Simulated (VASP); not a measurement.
Here is a VASP 6.6.1 calculation.

INCAR

```
SYSTEM = BaIBr
PREC     = Accurate       ! precision mode
ENCUT    = 520            ! plane-wave cutoff, eV
EDIFF    = 1E-6           ! SCF threshold, eV
ISMEAR   = 0              ! smearing method
SIGMA    = 0.1            ! smearing width, eV
LREAL    = .FALSE.        ! projectors in reciprocal space
LASPH    = .TRUE.         ! aspherical terms in the spheres
NELM     = 100            ! most SCF steps
ALGO     = Fast           ! electronic algorithm
ISIF     = 2              ! what is computed and relaxed
LWAVE    = .FALSE.        ! write WAVECAR
LCHARG   = .FALSE.        ! write CHGCAR
LDIPOL   = .TRUE.       
IDIPOL   = 3            
DIPOL    = 0.5 0.5 0.502
GGA      = PE             ! functional
NBANDS   = 19             ! bands
```

KPOINTS

```
Automatic mesh
0
G
  4 4 1
  0 0 0
```

The input POSCAR:

```
BaIBr
1.0
    3.8760495400      0.0000000000      0.0000000000
    0.0000000000      3.8760495400      0.0000000000
    0.0000000000      0.0000000000     18.0000000000
Ba I Br
1 1 1
Direct
    0.0000000000      0.0000000000      0.5063333300
    0.5000000000      0.5000000000      0.3991358000
    0.5000000000      0.5000000000      0.6008642000
```

Potentials or basis: VASP PAW PBE potentials, release 64 (Ba_sv, I, Br).

Command:

```console
$ cat potpaw_PBE.64/Ba_sv/POTCAR potpaw_PBE.64/I/POTCAR potpaw_PBE.64/Br/POTCAR > POTCAR
$ mpirun -np 1 vasp_std > vasp.out
```

Question: Predict the band gap on the k mesh.

Answer: 1.76 eV, indirect (least direct gap 1.94 eV).

Question: What does it give for the largest force?

Answer: 1.093 eV/Å.

Forces on the atoms (eV/Å):
```
Ba   0.000  0.000  0.433
I    0.000  0.000 -1.093
Br   0.000  0.000  0.660
```

Caveat: spin-orbit coupling is left out, which moves the levels of the heavy elements. As with any semilocal functional, this PBE gap is likely too small.
